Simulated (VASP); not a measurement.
Runs of VASP 6.6.1 on Zr2CdO. It takes space group P4/mmm (No. 123, tetragonal). Conventional cell: a = 4.913 Å, b = 4.913 Å, c = 2.962 Å, α = 90.00°, β = 90.00°, γ = 90.00°. Around Zr (site symmetry mmm) lie 4 Cd at 2.87 Å and 4 O at 2.87 Å and 2 Zr at 2.96 Å. Cd (site symmetry 4/mmm) has 8 Zr at 2.87 Å and 2 Cd at 2.96 Å as nearest neighbours. Around O (site symmetry 4/mmm) lie 8 Zr at 2.87 Å and 2 O at 2.96 Å. The cell was built by a generator and needn't be a form met in nature.

```tsv
task	level	potentials or basis	spin	cell	k mesh	cutoff (eV)	smearing	monkhorst-Pack mesh	optimiser	other keys	gap on the mesh (eV)	pressure (GPa)	relaxed volume (Å³/atom)
relaxation of cell and atoms	PBE+TS	VASP PAW PBE potentials, release 64 (Zr_sv, Cd, O)	off	relaxed from: volume scaled by 0.8	6 × 6 × 9	600	tetrahedron	yes	vasp	EDIFFG = 1e-05; shifted = yes	-	0.0	(a)
electrostatic potential	vdW-DF	VASP PAW PBE potentials, release 64 (Zr_sv, Cd, O)	SOC, no magnetisation	as given	5 × 5 × 7	520	gaussian 0.05 eV	-	-	-	-	3.9	-
single point	PBE	VASP PAW PBE potentials, release 64 (Zr_sv, Cd, O)	off	as given	6 × 6 × 9	520	fermi-dirac 0.05 eV	-	-	-	none	0.4	-
relaxation of cell and atoms	PBE	VASP PAW PBE potentials, release 64 (Zr_sv, Cd, O)	off	relaxed	6 × 6 × 9	600	gaussian 0.05 eV	-	-	-	none	0.1	17.91
```

Q: Estimate the missing entries.

A: (a) 16.96.

Caveats: atom-pairwise D2, TS and ULG terms overbind metals (some runs); pairwise dispersion overbinds metals, which lowers pressure and volume (some runs); tetrahedron occupations give inexact forces and stress in metals (some runs); the PAW data sets were made with another functional, which shifts forces and pressure a little (some runs).

A k mesh can miss the band edges, and rows without SOC leave out spin-orbit coupling on Cd, Zr.

A gap of «none» marks a metal or a gap under the smearing width.
